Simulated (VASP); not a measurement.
Output of a VASP run:

File OSZICAR:
```
...
DAV:   8    -0.846052845335E+01    0.41925E-07   -0.24315E-08  1078   0.550E-03
   5 F= -.39169820E+01 E0= -.39171401E+01  d E =-.680773E+00
       N       E                     dE             d eps       ncg     rms          rms(c)
DAV:   1    -0.849990462073E+01   -0.39376E-01   -0.14859E-01  2979   0.601E+00    0.531E-01
DAV:   2    -0.849686553423E+01    0.30391E-02   -0.84551E-03  2963   0.136E+00    0.230E-01
DAV:   3    -0.849527486527E+01    0.15907E-02   -0.23030E-03  3070   0.880E-01    0.965E-02
DAV:   4    -0.849521211884E+01    0.62746E-04   -0.33907E-04  3231   0.298E-01    0.662E-02
DAV:   5    -0.849521363660E+01   -0.15178E-05   -0.28980E-05  3267   0.913E-02    0.626E-03
DAV:   6    -0.849521359048E+01    0.46116E-07   -0.14521E-06  3473   0.168E-02    0.368E-03
DAV:   7    -0.849521402921E+01   -0.43873E-06   -0.18168E-07  1309   0.759E-03    0.709E-04
DAV:   8    -0.849521407526E+01   -0.46048E-07   -0.63412E-08  1183   0.866E-03
   6 F= -.39178850E+01 E0= -.39179684E+01  d E =-.903045E-03
       N       E                     dE             d eps       ncg     rms          rms(c)
DAV:   1    -0.849177810036E+01    0.34359E-02   -0.16011E-03  2994   0.629E-01    0.545E-02
DAV:   2    -0.849174569494E+01    0.32405E-04   -0.90537E-05  2938   0.141E-01    0.238E-02
DAV:   3    -0.849172849051E+01    0.17204E-04   -0.25034E-05  3052   0.921E-02    0.994E-03
DAV:   4    -0.849172807150E+01    0.41901E-06   -0.35813E-06  3218   0.308E-02    0.687E-03
DAV:   5    -0.849172857362E+01   -0.50212E-06   -0.18719E-07  1609   0.949E-03    0.722E-04
DAV:   6    -0.849172853372E+01    0.39910E-07   -0.44361E-08  1153   0.566E-03
   7 F= -.39178971E+01 E0= -.39179908E+01  d E =-.915108E-03
       N       E                     dE             d eps       ncg     rms          rms(c)
DAV:   1    -0.848117759690E+01    0.10551E-01   -0.64052E-02  2989   0.358E+00    0.211E-01
DAV:   2    -0.848020651467E+01    0.97108E-03   -0.23127E-03  3204   0.718E-01    0.143E-01
DAV:   3    -0.847972923585E+01    0.47728E-03   -0.56418E-04  3619   0.387E-01    0.731E-02
DAV:   4    -0.847971150099E+01    0.17735E-04   -0.92354E-05  3379   0.131E-01    0.367E-02
DAV:   5    -0.847971327146E+01   -0.17705E-05   -0.63780E-06  3402   0.410E-02    0.736E-03
DAV:   6    -0.847971284562E+01    0.42584E-06   -0.26887E-07  2102   0.627E-03    0.865E-04
DAV:   7    -0.847971267826E+01    0.16736E-06   -0.44077E-08  1213   0.729E-03    0.464E-04
DAV:   8    -0.847971267026E+01    0.79951E-08   -0.27372E-08  1168   0.464E-03
   8 F= -.39183569E+01 E0= -.39182297E+01  d E =-.459816E-03
       N       E                     dE             d eps       ncg     rms          rms(c)
DAV:   1    -0.847139968106E+01    0.83130E-02   -0.34607E-02  2994   0.264E+00    0.155E-01
DAV:   2    -0.847087127219E+01    0.52841E-03   -0.12583E-03  3204   0.529E-01    0.108E-01
DAV:   3    -0.847061128434E+01    0.25999E-03   -0.30788E-04  3611   0.286E-01    0.543E-02
DAV:   4    -0.847060222276E+01    0.90616E-05   -0.50046E-05  3366   0.955E-02    0.272E-02
DAV:   5    -0.847060343812E+01   -0.12154E-05   -0.34572E-06  3397   0.307E-02    0.565E-03
DAV:   6    -0.847060313295E+01    0.30516E-06   -0.10674E-07  1513   0.458E-03    0.611E-04
DAV:   7    -0.847060300584E+01    0.12712E-06   -0.38815E-08  1208   0.843E-03    0.600E-04
DAV:   8    -0.847060299260E+01    0.13239E-07   -0.28478E-08  1123   0.401E-03
   9 F= -.39184350E+01 E0= -.39181565E+01  d E =-.537887E-03
```

OUTCAR:
```
------------------------ aborting loop because EDIFF is reached ----------------------------------------
  FORCE on cell =-STRESS in cart. coord.  units (eV):
  Direction    XX          YY          ZZ          XY          YZ          ZX
  --------------------------------------------------------------------------------------
  Total        4.5669471      4.5669449      4.5629437      0.0000000      0.0000000     -0.0000000
  in kB      150.4869917    150.4869187    150.3550748      0.0000000      0.0000000     -0.0000000
  external PRESSURE =       0.4429951 kB  Pullay stress =     150.0000000 kB
  volume of cell :       48.62
      direct lattice vectors                 reciprocal lattice vectors
     1.647925655 -2.854290269 -0.000000000     0.303411746 -0.175174896  0.000000000
     1.647925655  2.854290269  0.000000000     0.303411746  0.175174896 -0.000000000
     0.000000000  0.000000000  5.168587307     0.000000000 -0.000000000  0.193476465
 POSITION                                       TOTAL-FORCE (eV/Angst)
 -----------------------------------------------------------------------------------
      1.64793      0.95143      1.29215        -0.000000      0.000000      0.000000
      1.64793     -0.95143      3.87644         0.000000     -0.000000      0.000000
 -----------------------------------------------------------------------------------
    total drift:                               -0.000000      0.000070     -0.000011
  FREE ENERGIE OF THE ION-ELECTRON SYSTEM (eV)
  ---------------------------------------------------
  free  energy   TOTEN  =        -8.4706029926 eV

  energy  without entropy=       -8.4697674536  energy(sigma->0) =       -8.47032448
  enthalpy is  TOTEN    =        -3.9184349986 eV   P V=        4.5521679940

 reached required accuracy - stopping structural energy minimisation
```
(Selected blocks of OUTCAR.)

File POSCAR:
```
Er
1
    1.7914734338    -3.1029225618    -0.0000000000
    1.7914734338     3.1029225618    -0.0000000000
    0.0000000000    -0.0000000000     5.5347515766
Er
2
Direct
  0.3333330000   0.6666670000   0.2500000000
  0.6666670000   0.3333330000   0.7500000000
```

### Question
Reconstruct the remaining input files.

### Answer
One answer among several that fit: the input of the run itself, PBE GGA, plane waves, VASP's PBE PAW potentials (set 64).

**INCAR**
```
NSW=40   ! most ionic steps
PSTRESS=150   ! kbar
ISMEAR=1
EDIFF=1E-7
GGA=PE
LCHARG=.False.
LMAXMIX=6   ! l cut-off of mixed one-centre charges
PREC=Accurate
LASPH=.True.
SYSTEM=Er
LWAVE=.False.
NELM=100   ! most electronic steps
IBRION=2
EDIFFG=-0.01
ENCUT=480   ! plane-wave cut-off (eV)
SIGMA=0.1   ! width (eV)
ALGO=Normal
LREAL=.False.   ! projection in real space or not
ISIF=3   ! ions, shape and volume
```

KPOINTS:
```
Automatic mesh
0
Gamma
12 12 6
0 0 0
```

POTCAR, in this order: Er_3 (PBE.64 set). Program: vasp_std.

The 4f electrons are frozen in the core of the lanthanide potential, so 4f levels, which can set the real gap, and their magnetism are missing. Energy and stress use the plane-wave basis of the starting cell.

The compound is Er in the hcp structure. This run relaxes it under an external pressure of 15 GPa. Symmetry was kept, so distortions that lower it aren't found.
